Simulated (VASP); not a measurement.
## Zr: energy against strain

Zr (hcp, P6_3/mmc, 23.469 Å³/atom and stress up to 0.22 GPa in the relaxed cell, c along z) under an equal strain ε along x and y, with z held. r2SCAN in VASP (plane waves, PAW), 480 eV, 18×18×10 Γ-centred mesh, Methfessel-Paxton smearing 0.10 eV; ions are relaxed, or left where forces stay under 0.02 eV/Å, within the symmetry of each cell.

Here s stands for strain and y for E less E0.

```csv
strain (%),E less E0 (meV/atom)
-1.50,8.34
-1.00,3.87
-0.50,1.10
0.00,0.00
0.50,0.54
1.00,2.67
1.50,6.37
3.00,?
```

Fit y of the 7 rows that show it with a parabola. Least squares gives y = 0.002 - 0.6336·s + 3.2681·s². Residuals (row less fit): 0.034, -0.034, -0.036, -0.002, 0.038, 0.034, -0.035; standard error 0.043 (degrees of freedom: 4). Twice the quadratic coefficient over the volume, 2 × 3.2681 meV × 10⁴ × 0.1602 / 23.469 Å³, is the elastic constants 2(C11 + C12) = about 450 GPa.

Task: Predict the withheld y at s = 3.00 from the fit, and compare with the calculation.

Result: y = 0.002 - 0.6336 × 3.0 + 3.2681 × 3.0² = 27.514 meV/atom. The calculation gives 26.37 meV/atom, 1.144 meV/atom below the prediction (4.3 % of the range of y in the table). The row lies outside the fitted rows, so this is an extrapolation. From the scatter of the fitted rows alone, a prediction at this place has a standard error of 0.164 meV/atom, so the miss is 7.0 times that.

A polynomial of degree 3 through the 12 other runs of the series gives 26.45 there, so most of the miss is curvature that the fit leaves out. In a metal these values are sensitive to mesh and smearing; energies are taken to zero smearing, stresses follow the free energy. The runs aren't spin-polarised. Rows are the converged runs of the series near zero and its far end, less any whose ions stayed unrelaxed beside relaxed ones; series whose fitted rows scatter by over a few per cent of the range, as at a crossing or softening among them, aren't shown in this form. Most that stay on the fit to the last digits aren't either.
